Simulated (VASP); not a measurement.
BN, 4 atoms in the cell. It takes space group P6_3mc (No. 186, hexagonal). The conventional cell has a = 2.523 Å, b = 2.523 Å, c = 4.175 Å, α = 90.00°, β = 90.00°, γ = 120.00°. B (site symmetry 3m) has 4 N at 1.55 to 1.56 Å as nearest neighbours. N (site symmetry 3m) has 4 B at 1.55 to 1.56 Å as nearest neighbours. Measurements of this composition are mostly on another form, of space group No. 194.

- Program: VASP 6.6.1
- Task: single point
- Functional: LDA
- Potentials or basis: VASP PAW LDA potentials, release 64 (B, N)
- Cutoff: 520 eV
- k mesh: 12 × 12 × 6
- Occupations: gaussian, width 0.02 eV
- Spin: no spin polarisation
- Dipole correction: no
- Further INCAR settings: ALGO = Fast; EDIFF = 1e-07; NBANDS = 16

Potentials or basis: VASP PAW LDA potentials, release 64 (B, N).

Command:

```console
$ cat potpaw_LDA.64/B/POTCAR potpaw_LDA.64/N/POTCAR > POTCAR
$ mpirun -np 1 vasp_std > vasp.out
```

Hardware: 1 thread of Intel(R) Xeon(R) Platinum 8488C (Sapphire Rapids) (shared host).

Task: Estimate the wall time of this run.

Result: Wall time 20 s on 1 thread of Intel(R) Xeon(R) Platinum 8488C (Sapphire Rapids), on a shared host, peak memory 0.13 GiB. Counts: scf iterations 15, k points 76.
